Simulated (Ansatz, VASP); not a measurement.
## CoSi2 in two plane-wave programs

Aim: how closely do two programs agree when they are given the same cell, functional and k mesh? The cell is taken from a series of runs on this material, whose earlier steps may have relaxed, scaled, displaced or heated it; both programs get it as it stands.

Calculated with Ansatz 0.2.0; plane waves, with VASP 6.6.1 beside it; zone-centre phonons at PBEsol.

**1. The structure**

It takes space group Fm-3m (No. 225, cubic). Conventional cell: a = 5.277 Å, b = 5.277 Å, c = 5.277 Å, α = 90.00°, β = 90.00°, γ = 90.00°. Nearest to Si lie 4 Co at 2.28 Å. Nearest to Co lie 8 Si at 2.28 Å. Farther neighbours are not listed.

Structure file:

```
Si Co
1.0
     0.00000    2.63845    2.63845
     2.63845    0.00000    2.63845
     2.63845    2.63845    0.00000
Si Co
2 1
Direct
  0.25000 0.25000 0.25000
  0.75000 0.75000 0.75000
  0.00000 0.00000 0.00000
```

**2. VASP: zone-centre phonons, PBEsol**

Second derivatives magnify differences that forces hide, and they need a tight electronic threshold.

Lines of VASP's logs that name or quote its potential files are left out, and so is its time.

Input file INCAR:

```
SYSTEM = CoSi2
PREC = Accurate
ENCUT = 600
EDIFF = 1E-08
NELM = 120
ISMEAR = 1
SIGMA = 0.2
LREAL = .FALSE.
ALGO = Normal
GGA = PS
NBANDS = 14
LASPH = .TRUE.
LORBIT = 11
LWAVE = .FALSE.
LCHARG = .FALSE.
ISIF = 2
IBRION = 8
GGA_COMPAT = .FALSE.
KPAR = 2
```

Input file POSCAR:

```
CoSi2
1.0
    0.0000000000      2.6384471376      2.6384471376
    2.6384471376      0.0000000000      2.6384471376
    2.6384471376      2.6384471376      0.0000000000
Si Co
2 1
Direct
    0.2500000000      0.2500000000      0.2500000000
    0.7500000000      0.7500000000      0.7500000000
    0.0000000000      0.0000000000      0.0000000000
```

Input file KPOINTS:

```
Automatic mesh
0
Gamma
16 16 16
0 0 0
```

The projector-augmented-wave data sets are Si and Co (PBE family, release 64).

Command:

```
$ mpirun -np 2 vasp_std
```

Numbers of over 12 decimals in the logs are rounded to 6 here.

What it wrote:

```text
[banner, memory and clock lines left out]
running    2 mpi-ranks, on    1 nodes
 distrk:  each k-point on    1 cores,    2 groups
 distr:  one band on    1 cores,    1 groups

 POSCAR found type information on POSCAR SiCo
 POSCAR found :  2 types and       3 ions
|                                                                             |
|               ----> ADVICE to this user running VASP <----                  |
|                                                                             |
|     You enforced a specific xc type in the INCAR file but a different       |
|     [... a line on the potential file left out ...]
|     I HOPE YOU KNOW WHAT YOU ARE DOING!                                     |
|                                                                             |

 LDA part: xc-table for (Slater+PW92), standard interpolation
 POSCAR, INCAR and KPOINTS ok, starting setup
 FFT: planning ... GRIDC
 FFT: planning ... GRID_SOFT
 FFT: planning ... GRID
 WAVECAR not read
 entering main loop
       N       E                     dE             d eps       ncg     rms          rms(c)
DAV:   1     0.705865099895E+02    0.70587E+02   -0.77015E+03  4068   0.132E+03
DAV:   2    -0.184076246305E+02   -0.88994E+02   -0.80732E+02  4234   0.244E+02
DAV:   3    -0.225161140124E+02   -0.41085E+01   -0.39965E+01  5288   0.586E+01
DAV:   4    -0.225976798268E+02   -0.81566E-01   -0.81455E-01  4842   0.764E+00
DAV:   5    -0.226001873290E+02   -0.25075E-02   -0.25071E-02  5454   0.144E+00    0.157E+01
DAV:   6    -0.259433142800E+02   -0.33431E+01   -0.31842E+01  4758   0.122E+02    0.172E+01
DAV:   7    -0.210126306954E+02    0.49307E+01   -0.13818E+01  5210   0.953E+01    0.370E+00
DAV:   8    -0.210095926186E+02    0.30381E-02   -0.92101E-01  4906   0.683E+00    0.190E+00
DAV:   9    -0.209721676359E+02    0.37425E-01   -0.94024E-02  5160   0.622E+00    0.456E-01
DAV:  10    -0.209717793782E+02    0.38826E-03   -0.67209E-03  6026   0.116E+00    0.102E-01
DAV:  11    -0.209716390027E+02    0.14038E-03   -0.55675E-04  5860   0.451E-01    0.394E-02
DAV:  12    -0.209716479449E+02   -0.89422E-05   -0.31753E-05  4768   0.465E-02    0.202E-02
DAV:  13    -0.209716468185E+02    0.11265E-05   -0.27962E-06  6008   0.232E-02    0.537E-03
DAV:  14    -0.209716468394E+02   -0.20906E-07   -0.68198E-07  6318   0.115E-02    0.258E-03
DAV:  15    -0.209716469282E+02   -0.88834E-07   -0.10343E-07  6162   0.585E-03    0.713E-04
DAV:  16    -0.209716469453E+02   -0.17121E-07   -0.91581E-09  3038   0.130E-03    0.260E-04
DAV:  17    -0.209716469382E+02    0.71068E-08   -0.35698E-09  2690   0.676E-04
   1 F= -.20971647E+02 E0= -.20971903E+02  d E =0.767212E-03
 Linear response reoptimize wavefunctions to high precision
DAV:   1    -0.209716469397E+02   -0.15170E-08   -0.75346E-10  3050   0.400E-04
DAV:   2    -0.209716469398E+02   -0.24556E-10   -0.18884E-10  2570   0.128E-04
 Linear response DOF=           2
 Linear response progress:
  Degree of freedom:   1/  2
       N       E                     dE             d eps       ncg     rms          rms(c)
RMM:   1    -0.207039320252E-01   -0.20704E-01    0.28547E-02 42980   0.133E+00
RMM:   2    -0.179708132372E-01    0.27331E-02   -0.74091E-04 24662   0.588E-01    0.105E-01
RMM:   3    -0.182079049447E-01   -0.23709E-03   -0.55382E-04 28878   0.180E-01    0.555E-02
RMM:   4    -0.184246859396E-01   -0.21678E-03   -0.97669E-05 26966   0.761E-02    0.888E-03
RMM:   5    -0.184124331682E-01    0.12253E-04   -0.76829E-06 29978   0.229E-02    0.555E-03
RMM:   6    -0.183888701191E-01    0.23563E-04   -0.13781E-06 29796   0.928E-03    0.141E-03
RMM:   7    -0.184001041324E-01   -0.11234E-04   -0.32107E-07 27293   0.448E-03    0.723E-04
RMM:   8    -0.184024553442E-01   -0.23512E-05   -0.58596E-08 29990   0.206E-03    0.449E-04
RMM:   9    -0.184009427603E-01    0.15126E-05    0.14571E-08 30284   0.663E-04    0.938E-05
RMM:  10    -0.184010206721E-01   -0.77912E-07   -0.22454E-09 31707   0.188E-04    0.212E-05
RMM:  11    -0.184010313732E-01   -0.10701E-07    0.13733E-09 31695   0.578E-05    0.941E-06
RMM:  12    -0.184010345993E-01   -0.32261E-08    0.76442E-10 32538   0.221E-05    0.355E-06
 first order change of Fermi-energy   0.23520E-05
 force on displaced ion       1 direction 1 :  -9.990  -0.000  -0.000
 Linear response progress:
  Degree of freedom:   2/  2
       N       E                     dE             d eps       ncg     rms          rms(c)
RMM:   1    -0.176123760996E+00   -0.17612E+00   -0.13229E-01 15895   0.269E+00
RMM:   2    -0.172594925600E+00    0.35288E-02   -0.30259E-03 13891   0.739E-01    0.196E-01
RMM:   3    -0.172519614805E+00    0.75311E-04   -0.57601E-04 15333   0.181E-01    0.114E-01
RMM:   4    -0.173143982666E+00   -0.62437E-03   -0.36952E-04 16279   0.136E-01    0.944E-03
RMM:   5    -0.173116340237E+00    0.27642E-04   -0.16450E-05 16394   0.357E-02    0.562E-03
RMM:   6    -0.173111283042E+00    0.50572E-05   -0.13101E-06 15107   0.119E-02    0.431E-03
RMM:   7    -0.173088736400E+00    0.22547E-04   -0.52128E-07 16425   0.689E-03    0.104E-03
RMM:   8    -0.173079734911E+00    0.90015E-05   -0.36527E-08 16945   0.165E-03    0.415E-04
RMM:   9    -0.173075008935E+00    0.47260E-05   -0.12162E-09 15793   0.456E-04    0.637E-05
RMM:  10    -0.173074999515E+00    0.94199E-08   -0.21508E-10 17327   0.151E-04    0.228E-05
 first order change of Fermi-energy   0.31676E-03
 force on displaced ion       3 direction 1 : -13.634   0.000   0.000
 Linear response finished
```

From OUTCAR (step 2):

```text
ion  position               nearest neighbor table
   1  0.250  0.250  0.250-   3 2.28   3 2.28   3 2.28   3 2.28   2 2.64   2 2.64   2 2.64   2 2.64
                             2 2.64   2 2.64
   2  0.750  0.750  0.750-   3 2.28   3 2.28   3 2.28   3 2.28   1 2.64   1 2.64   1 2.64   1 2.64
                             1 2.64   1 2.64
   3  0.000  0.000  0.000-   2 2.28   2 2.28   2 2.28   1 2.28   2 2.28   1 2.28   1 2.28   1 2.28

  LATTYP: Found a face centered cubic cell.
 ALAT       =     5.2768942752

 Subroutine GETGRP returns: Found 48 space group operations
 (whereof 48 operations were pure point group operations)

The static configuration has the point symmetry O_h .

 Found    145 irreducible k-points:

   k-points           NKPTS =    145   k-points in BZ     NKDIM =    145   number of bands    NBANDS=     14

   dimension x,y,z NGX =    30 NGY =   30 NGZ =   30
   dimension x,y,z NGXF=    60 NGYF=   60 NGZF=   60

   ENCUT  =  600.0 eV  44.10 Ry    6.64 a.u.   7.45  7.45  7.45*2*pi/ulx,y,z

   NELECT =      17.0000    total number of electrons

 k-points in reciprocal lattice and weights: Automatic mesh
   0.00000000  0.00000000  0.00000000       0.000
   0.06250000  0.00000000  0.00000000       0.002
   0.12500000  0.00000000  0.00000000       0.002
   0.18750000  0.00000000  0.00000000       0.002
   0.25000000  0.00000000  0.00000000       0.002
   0.31250000  0.00000000  0.00000000       0.002
   0.37500000  0.00000000  0.00000000       0.002
   0.43750000  0.00000000  0.00000000       0.002
   0.50000000  0.00000000  0.00000000       0.001
[...]
-0.31250000  0.50000000  0.18750000       0.003
  -0.25000000  0.50000000  0.25000000       0.001

 average (electrostatic) potential at core
       1 -78.5302       2 -78.5302       3 -77.5346

  Total        0.9522333      0.9522333      0.9522333      0.0000000     -0.0000000      0.0000000
  in kB       41.5316104     41.5316104     41.5316104      0.0000000     -0.0000000      0.0000000
  external PRESSURE =      41.5316104 kB  Pullay stress =       0.0000000 kB

  energy-cutoff  :      600.00
  volume of cell :       36.73
      direct lattice vectors                 reciprocal lattice vectors
     0.000000000  2.638447138  2.638447138    -0.189505408  0.189505408  0.189505408
     2.638447138  0.000000000  2.638447138     0.189505408 -0.189505408  0.189505408
     2.638447138  2.638447138  0.000000000     0.189505408  0.189505408 -0.189505408

 POSITION                                       TOTAL-FORCE (eV/Angst)
 -----------------------------------------------------------------------------------
      1.31922      1.31922      1.31922        -0.000000     -0.000000      0.000000
      3.95767      3.95767      3.95767        -0.000000      0.000000     -0.000000
      0.00000      0.00000      0.00000         0.000000      0.000000      0.000000
 -----------------------------------------------------------------------------------
    total drift:                                0.000000     -0.000000     -0.000000

 Eigenvectors and eigenvalues of the dynamical matrix
 ----------------------------------------------------

   1 f  =   10.765501 THz    67.641638 2PiTHz  359.098459 cm-1    44.522515 meV
             X         Y         Z           dx          dy          dz
      1.319224  1.319224  1.319224    -0.337717   -0.376858    0.000000
      3.957671  3.957671  3.957671    -0.337717   -0.376858   -0.000000
      0.000000  0.000000  0.000000     0.466136    0.520161    0.000000

   2 f  =   10.765501 THz    67.641638 2PiTHz  359.098459 cm-1    44.522515 meV
             X         Y         Z           dx          dy          dz
      1.319224  1.319224  1.319224    -0.376858    0.337717    0.000000
      3.957671  3.957671  3.957671    -0.376858    0.337717   -0.000000
      0.000000  0.000000  0.000000     0.520161   -0.466136    0.000000

   3 f  =   10.765501 THz    67.641638 2PiTHz  359.098459 cm-1    44.522515 meV
             X         Y         Z           dx          dy          dz
      1.319224  1.319224  1.319224    -0.000000   -0.000000    0.506038
      3.957671  3.957671  3.957671    -0.000000   -0.000000    0.506038
      0.000000  0.000000  0.000000    -0.000000   -0.000000   -0.698463

   4 f  =   10.700852 THz    67.235435 2PiTHz  356.941993 cm-1    44.255147 meV
             X         Y         Z           dx          dy          dz
      1.319224  1.319224  1.319224    -0.145734   -0.101242   -0.684479
      3.957671  3.957671  3.957671     0.145734    0.101242    0.684479
      0.000000  0.000000  0.000000     0.000000    0.000000    0.000000

   5 f  =   10.700852 THz    67.235435 2PiTHz  356.941993 cm-1    44.255147 meV
             X         Y         Z           dx          dy          dz
      1.319224  1.319224  1.319224     0.666548    0.167167   -0.166642
      3.957671  3.957671  3.957671    -0.666548   -0.167167    0.166642
      0.000000  0.000000  0.000000     0.000000    0.000000    0.000000

   6 f  =   10.700852 THz    67.235435 2PiTHz  356.941993 cm-1    44.255147 meV
             X         Y         Z           dx          dy          dz
      1.319224  1.319224  1.319224     0.185677   -0.679562    0.060982
      3.957671  3.957671  3.957671    -0.185677    0.679562   -0.060982
      0.000000  0.000000  0.000000    -0.000000    0.000000    0.000000

   7 f/i=    0.001586 THz     0.009965 2PiTHz    0.052902 cm-1     0.006559 meV
             X         Y         Z           dx          dy          dz
      1.319224  1.319224  1.319224     0.092909   -0.483217    0.042356
      3.957671  3.957671  3.957671     0.092909   -0.483217    0.042356
      0.000000  0.000000  0.000000     0.134626   -0.700185    0.061374

   8 f/i=    0.001586 THz     0.009965 2PiTHz    0.052902 cm-1     0.006559 meV
             X         Y         Z           dx          dy          dz
      1.319224  1.319224  1.319224    -0.009304    0.041342    0.492067
      3.957671  3.957671  3.957671    -0.009304    0.041342    0.492067
      0.000000  0.000000  0.000000    -0.013482    0.059905    0.713007

   9 f/i=    0.001586 THz     0.009965 2PiTHz    0.052902 cm-1     0.006559 meV
             X         Y         Z           dx          dy          dz
      1.319224  1.319224  1.319224    -0.484981   -0.093364   -0.001326
      3.957671  3.957671  3.957671    -0.484981   -0.093364   -0.001326
      0.000000  0.000000  0.000000    -0.702740   -0.135285   -0.001921

 ELASTIC MODULI CONTR FROM IONIC RELAXATION (kBar)
 Direction    XX          YY          ZZ          XY          YZ          ZX
 --------------------------------------------------------------------------------
 XX          -0.0000     -0.0000     -0.0000     -0.0000     -0.0000      0.0000
 YY          -0.0000     -0.0000     -0.0000     -0.0000     -0.0000      0.0000
 ZZ          -0.0000     -0.0000     -0.0000     -0.0000     -0.0000      0.0000
 XY          -0.0000     -0.0000     -0.0000   -672.2480     -0.0000     -0.0000
 YZ          -0.0000     -0.0000     -0.0000     -0.0000   -672.2480      0.0000
 ZX           0.0000      0.0000      0.0000     -0.0000      0.0000   -672.2480
 --------------------------------------------------------------------------------
```

This run has no spin polarisation, so a moment on Co, if there is one, isn't seen. Its electron count is odd, so without a moment it is a metal by construction.

[end of part 1 of 2]

[Lines on the potential files, build, host, timing and source positions are cut from VASP's logs without a mark.]

[Logs are printed without paths, hosts, clocks, repeated set-up lines and the standing remarks that a program may print on its own settings, such as how far it seeks lower states.]

[Hosts, paths, dates, database ids (printed as entryN), source tags and the programs' standing remarks are cut or masked in the printed files.]
